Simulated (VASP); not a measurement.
Consider the following.

```
CELL_PARAMETERS angstrom
      2.99284     0.00000     0.00000
     -1.49642     2.59188     0.00000
      0.00000     0.00000     4.92237
ATOMIC_POSITIONS crystal
  Mg 0.00000 0.00000 0.50000
  Al 0.33333 0.66667 0.00000
```

Method: PBEsol GGA, VASP's PBE PAW potentials (set 64) (plane waves; VASP 6.6.1). Numerical set-up: 400 eV cut-off, 16×16×8 Γ-centred mesh, tetrahedra with Blöchl corrections, potentials Mg Al.

Estimate the energy per atom (σ→0), band gap (on the k-mesh) with the smallest direct gap where there is one.

```yaml
band gap (on the k-mesh): none (metal, semimetal or under 0.01 eV)
energy per atom (σ→0): -2.857 eV/atom
```

Total energies compare only between runs with the same potentials, cut-off and functional.

The structure comes from a computed database's MgAl entry (P-6m2); how it stands against other phases isn't given here. It was relaxed first. The electron count is odd and the run is not spin-polarised, which forces a metal.
